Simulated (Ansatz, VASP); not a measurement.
ZrOs in VASP and in Ansatz

```
Zr Os
1.0
     3.22669    0.00000    0.00000
     0.00000    3.22669    0.00000
     0.00000    0.00000    3.22669
Zr Os
1 1
Direct
  0.50000 0.50000 0.50000
  0.00000 0.00000 0.00000
```

Alike in both runs: functional LDA; k mesh 14 × 14 × 14; occupations gaussian, width 0.1 eV; no spin polarisation.

Ansatz relaxed the structure, and its values are those at the end. VASP's run is a single point on that final structure, the one shown.

|  | VASP | Ansatz |
| --- | --- | --- |
| version | VASP 6.6.1 | Ansatz 0.2.0 |
| potentials or method | VASP PAW LDA potentials, release 64 (Zr_sv, Os) | scalar-relativistic, plane waves, PAW |
| plane-wave cutoff (eV) | 520 | 420 |
| valence electrons in the cell | 20 | 28 |

Ansatz gave:

| Quantity | Value |
| --- | --- |
| gap on the k mesh at the Fermi level (eV) | none |
| pressure (GPa) | 0.0 |

Q: Estimate VASP's values.

A: gap on the k mesh at the Fermi level (eV): none; pressure (GPa): 0.4.

A gap of «none» marks a metal or a gap that the smearing closes. The two sets of potentials don't hold the same shells in valence.

The runs have no spin-orbit coupling, so splittings on Os are missing.
